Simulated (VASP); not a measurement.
Here is the system:

```xyz
2
Lattice="2.9122 0.0000 0.0000 -1.4561 2.5221 0.0000 0.0000 0.0000 2.8560" Properties=species:S:1:pos:R:3 pbc="T T T"
Ta     0.0000     0.0000     1.4280
N      1.4561     0.8407     0.0000
```

Computed with LDA (Ceperley-Alder, Perdew-Zunger), VASP's LDA PAW potentials (set 64) (plane waves; VASP). Run with 520 eV cut-off, 13×13×12 Γ-centred mesh, first-order Methfessel-Paxton smearing of 0.10 eV, potentials Ta_pv N.

Unless said otherwise, spin-orbit coupling is left out, though it shifts the bands of the heavy elements here.

Task: Estimate the energy per atom (σ→0), band gap (on the k-mesh) with the smallest direct gap where there is one.

Result: 
```
Quantity                                                    Result
------------------------  ----------------------------------------
band gap (on the k-mesh)  none (metal, semimetal or under 0.01 eV)
energy per atom (σ→0)                              -12.359 eV/atom
```

The structure comes from a computed database's TaN entry (P-6m2); how it stands against other phases isn't given here. It was relaxed first. The start is the result of an earlier pass.
